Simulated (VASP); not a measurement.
Level of theory: r2SCAN meta-GGA, VASP's PBE PAW potentials (set 64) (plane waves; VASP).

VASP ran on this input.

File KPOINTS:
```
kpoints
0
Gamma
  4 4 4
```

### POSCAR
```
SnO2
1
    5.1171704642    -0.0000000000    -0.0000000000
   -0.0000000000     5.1171704642    -0.0000000000
   -0.0000000000    -0.0000000000     5.1171704642
Sn O
4 8
Direct
  0.0000000000   0.5000000000   0.5000000000
  0.5000000000   0.5000000000   0.0000000000
  0.5000000000   0.0000000000   0.5000000000
  0.0000000000   0.0000000000   0.0000000000
  0.3388377750   0.1611622250   0.8388377750
  0.6611622250   0.8388377750   0.1611622250
  0.1611622250   0.8388377750   0.3388377750
  0.8388377750   0.1611622250   0.6611622250
  0.8388377750   0.3388377750   0.1611622250
  0.1611622250   0.6611622250   0.8388377750
  0.6611622250   0.6611622250   0.6611622250
  0.3388377750   0.3388377750   0.3388377750
```

### INCAR
```
# general
SYSTEM  = SnO2
PREC    = Accurate
ENCUT   = 520   # plane-wave cut-off (eV)
LREAL   = F
LASPH   = T

# electronic loop
EDIFF   = 1E-6   # SCF stop (eV)
NELM    = 100
ALGO    = Normal   # blocked Davidson
LMAXMIX = 4
LMIXTAU = T

# smearing
ISMEAR  = 0   # Gaussian
SIGMA   = 0.05   # width (eV)

# functional
METAGGA = R2SCAN

# ions
IBRION  = 2   # conjugate gradients
NSW     = 60   # most ionic steps
ISIF    = 3   # ions, shape and volume
EDIFFG  = -0.02   # ionic stop

# output
LWAVE   = F
LCHARG  = F
```

POTCAR, in this order: Sn_d O (PBE.64 set). Program: vasp_std.

The run wrote:

File OSZICAR:
```
       N       E                     dE             d eps       ncg     rms          rms(c)
DAV:   1     0.157141645108E+04    0.15714E+04   -0.49009E+04  1528   0.277E+03
DAV:   2     0.173779948742E+03   -0.13976E+04   -0.13414E+04  1396   0.823E+02
DAV:   3    -0.175109779906E+03   -0.34889E+03   -0.33830E+03  1518   0.297E+02
DAV:   4    -0.204583747442E+03   -0.29474E+02   -0.29137E+02  1664   0.952E+01
DAV:   5    -0.205493992799E+03   -0.91025E+00   -0.90746E+00  1608   0.172E+01    0.217E+01
DAV:   6    -0.174568431415E+03    0.30926E+02   -0.30298E+01  1954   0.733E+01    0.918E+00
DAV:   7    -0.165798657463E+03    0.87698E+01   -0.56575E+00  2006   0.179E+01    0.446E+00
DAV:   8    -0.177845706567E+03   -0.12047E+02   -0.34800E+00  1738   0.125E+01    0.301E+00
DAV:   9    -0.167706927420E+03    0.10139E+02   -0.13563E+00  1400   0.728E+00    0.791E-01
DAV:  10    -0.167982075735E+03   -0.27515E+00   -0.68167E-01  1576   0.473E+00    0.481E-01
DAV:  11    -0.168039253559E+03   -0.57178E-01   -0.54193E-02  1594   0.158E+00    0.413E-01
DAV:  12    -0.168074668426E+03   -0.35415E-01   -0.19868E-02  2240   0.120E+00    0.138E-01
DAV:  13    -0.168065443394E+03    0.92250E-02   -0.62216E-03  1744   0.520E-01    0.111E-01
DAV:  14    -0.168092725819E+03   -0.27282E-01   -0.10527E-02  1424   0.714E-01    0.929E-02
DAV:  15    -0.168091608146E+03    0.11177E-02   -0.73132E-04  1486   0.188E-01    0.768E-02
DAV:  16    -0.168091363755E+03    0.24439E-03   -0.51798E-05  1912   0.512E-02    0.521E-02
DAV:  17    -0.168092737908E+03   -0.13742E-02   -0.89548E-04  1572   0.215E-01    0.196E-02
DAV:  18    -0.168092947688E+03   -0.20978E-03   -0.10810E-04  1448   0.700E-02    0.106E-02
DAV:  19    -0.168092947426E+03    0.26205E-06   -0.60305E-06  1426   0.242E-02
   1 F= -.16809295E+03 E0= -.16809295E+03  d E =-.168093E+03
       N       E                     dE             d eps       ncg     rms          rms(c)
DAV:   1    -0.168165635881E+03   -0.72688E-01   -0.19044E+00  1792   0.157E+01    0.186E+00
DAV:   2    -0.168105389337E+03    0.60247E-01   -0.16515E-01  1872   0.351E+00    0.675E-01
DAV:   3    -0.168092722157E+03    0.12667E-01   -0.26471E-02  1866   0.252E+00    0.198E-01
DAV:   4    -0.168091206242E+03    0.15159E-02   -0.63741E-03  1804   0.132E+00    0.480E-02
DAV:   5    -0.168092151982E+03   -0.94574E-03   -0.20797E-03  1488   0.332E-01    0.258E-02
DAV:   6    -0.168092109682E+03    0.42301E-04   -0.16417E-04  1544   0.848E-02    0.185E-02
DAV:   7    -0.168092228599E+03   -0.11892E-03   -0.58762E-05  1466   0.578E-02    0.155E-02
DAV:   8    -0.168092189580E+03    0.39020E-04   -0.43893E-05  1512   0.480E-02    0.104E-02
DAV:   9    -0.168092230355E+03   -0.40775E-04   -0.29474E-05  1332   0.349E-02    0.699E-04
DAV:  10    -0.168092232700E+03   -0.23449E-05   -0.18326E-06   972   0.971E-03    0.623E-04
DAV:  11    -0.168092232622E+03    0.77627E-07   -0.21764E-07   832   0.484E-03
   2 F= -.16809223E+03 E0= -.16809223E+03  d E =0.714804E-03
       N       E                     dE             d eps       ncg     rms          rms(c)
DAV:   1    -0.168115697018E+03   -0.23464E-01   -0.54917E-01  1786   0.859E+00    0.990E-01
DAV:   2    -0.168098884628E+03    0.16812E-01   -0.47049E-02  1866   0.185E+00    0.360E-01
DAV:   3    -0.168095274297E+03    0.36103E-02   -0.76044E-03  1868   0.131E+00    0.105E-01
DAV:   4    -0.168094812989E+03    0.46131E-03   -0.18303E-03  1776   0.696E-01    0.254E-02
DAV:   5    -0.168095041133E+03   -0.22814E-03   -0.61871E-04  1464   0.178E-01    0.142E-02
DAV:   6    -0.168094989931E+03    0.51203E-04   -0.46620E-05  1474   0.455E-02    0.102E-02
DAV:   7    -0.168095005362E+03   -0.15431E-04   -0.18735E-05  1442   0.328E-02    0.837E-03
DAV:   8    -0.168094991816E+03    0.13546E-04   -0.13350E-05  1352   0.264E-02    0.563E-03
DAV:   9    -0.168095006393E+03   -0.14577E-04   -0.77640E-06  1218   0.176E-02    0.395E-04
DAV:  10    -0.168095006903E+03   -0.51027E-06   -0.47509E-07   802   0.524E-03
   3 F= -.16809501E+03 E0= -.16809501E+03  d E =-.205948E-02
       N       E                     dE             d eps       ncg     rms          rms(c)
DAV:   1    -0.168095013285E+03   -0.68918E-05   -0.16924E-04  1798   0.151E-01    0.173E-02
DAV:   2    -0.168095006038E+03    0.72473E-05   -0.14509E-05  1858   0.327E-02    0.631E-03
DAV:   3    -0.168095004412E+03    0.16252E-05   -0.16054E-06   766   0.233E-02    0.206E-03
DAV:   4    -0.168095004860E+03   -0.44722E-06   -0.10285E-06   796   0.110E-02
   4 F= -.16809500E+03 E0= -.16809500E+03  d E =-.205743E-02
       N       E                     dE             d eps       ncg     rms          rms(c)
DAV:   1    -0.168095186443E+03   -0.18203E-03   -0.77101E-02  1468   0.113E+00    0.494E-02
DAV:   2    -0.168095280238E+03   -0.93795E-04   -0.19301E-03  1480   0.204E-01    0.213E-02
DAV:   3    -0.168095264262E+03    0.15976E-04   -0.36041E-05  1472   0.395E-02    0.138E-02
DAV:   4    -0.168095238974E+03    0.25288E-04   -0.46587E-05  1332   0.382E-02    0.403E-03
DAV:   5    -0.168095265642E+03   -0.26669E-04   -0.19503E-05  1212   0.315E-02    0.177E-03
DAV:   6    -0.168095266505E+03   -0.86261E-06   -0.30341E-06  1138   0.911E-03
   5 F= -.16809527E+03 E0= -.16809527E+03  d E =-.261646E-03
       N       E                     dE             d eps       ncg     rms          rms(c)
DAV:   1    -0.168095034509E+03    0.23113E-03   -0.69415E-01  1468   0.340E+00    0.150E-01
DAV:   2    -0.168095882943E+03   -0.84843E-03   -0.17430E-02  1482   0.613E-01    0.638E-02
DAV:   3    -0.168095740646E+03    0.14230E-03   -0.32426E-04  1562   0.119E-01    0.410E-02
DAV:   4    -0.168095516486E+03    0.22416E-03   -0.41526E-04  1402   0.116E-01    0.121E-02
DAV:   5    -0.168095753385E+03   -0.23690E-03   -0.16544E-04  1376   0.924E-02    0.549E-03
DAV:   6    -0.168095752319E+03    0.10659E-05   -0.27475E-05  1326   0.270E-02    0.666E-03
DAV:   7    -0.168095762861E+03   -0.10542E-04   -0.32626E-06  1140   0.109E-02    0.226E-03
DAV:   8    -0.168095762648E+03    0.21299E-06   -0.37081E-07   844   0.416E-03
   6 F= -.16809576E+03 E0= -.16809576E+03  d E =-.757788E-03
```

File OUTCAR:
```
------------------------ aborting loop because EDIFF is reached ----------------------------------------
  FORCE on cell =-STRESS in cart. coord.  units (eV):
  Direction    XX          YY          ZZ          XY          YZ          ZX
  --------------------------------------------------------------------------------------
  Total        0.0235888      0.0235888      0.0235888      0.0000000      0.0000000     -0.0000000
  in kB        0.2834423      0.2834423      0.2834423      0.0000000      0.0000000     -0.0000000
  external PRESSURE =       0.2834423 kB  Pullay stress =       0.0000000 kB
  volume of cell :      133.34
      direct lattice vectors                 reciprocal lattice vectors
     5.108780611  0.000000000 -0.000000000     0.195741426 -0.000000000 -0.000000000
     0.000000000  5.108780611  0.000000000    -0.000000000  0.195741426  0.000000000
     0.000000000 -0.000000000  5.108780611     0.000000000 -0.000000000  0.195741426
 POSITION                                       TOTAL-FORCE (eV/Angst)
 -----------------------------------------------------------------------------------
      0.00000      2.55439      2.55439        -0.000000     -0.000000      0.000000
      2.55439      2.55439      5.10878        -0.000000     -0.000000      0.000000
      2.55439      0.00000      2.55439        -0.000000     -0.000000      0.000000
      0.00000     -0.00000      5.10878        -0.000000     -0.000000      0.000000
      1.73432      0.82007      4.28872         0.005649     -0.005649      0.005649
      3.37446      4.28872      0.82007        -0.005649      0.005649     -0.005649
      0.82007      4.28872      1.73432        -0.005649      0.005649      0.005649
      4.28872      0.82007      3.37446         0.005649     -0.005649     -0.005649
      4.28872      1.73432      0.82007         0.005649      0.005649     -0.005649
      0.82007      3.37446      4.28872        -0.005649     -0.005649      0.005649
      3.37446      3.37446      3.37446        -0.005649     -0.005649     -0.005649
      1.73432      1.73432      1.73432         0.005649      0.005649      0.005649
 -----------------------------------------------------------------------------------
    total drift:                               -0.000000     -0.000000     -0.000000
  FREE ENERGIE OF THE ION-ELECTRON SYSTEM (eV)
  ---------------------------------------------------
  free  energy   TOTEN  =      -168.0957626480 eV

  energy  without entropy=     -168.0957626480  energy(sigma->0) =     -168.09576265

 reached required accuracy - stopping structural energy minimisation
```
(Selected blocks of OUTCAR.)

File CONTCAR:
```
SnO2
   1.00000000000000
     5.1087806107463862    0.0000000000000000   -0.0000000000000000
     0.0000000000000000    5.1087806107463862    0.0000000000000000
     0.0000000000000000   -0.0000000000000000    5.1087806107463862
  Sn              O
     4     8
Direct
     0.0000000000000000    0.5000000000000000    0.5000000000000000
     0.5000000000000000    0.5000000000000000    1.0000000000000000
     0.5000000000000000    0.0000000000000000    0.5000000000000000
     0.0000000000000000    0.0000000000000000    1.0000000000000000
     0.3394792472425148    0.1605207527574853    0.8394792472425145
     0.6605207527574855    0.8394792472425145    0.1605207527574853
     0.1605207527574853    0.8394792472425145    0.3394792472425148
     0.8394792472425145    0.1605207527574853    0.6605207527574855
     0.8394792472425145    0.3394792472425148    0.1605207527574853
     0.1605207527574853    0.6605207527574855    0.8394792472425145
     0.6605207527574855    0.6605207527574855    0.6605207527574855
     0.3394792472425148    0.3394792472425148    0.3394792472425148
```

The structure comes from a computed database's SnO2 entry (Pa-3); how it stands against other phases isn't given here. This run relaxes it. Symmetry was kept, so distortions that lower it aren't found. The start is the result of an earlier pass.
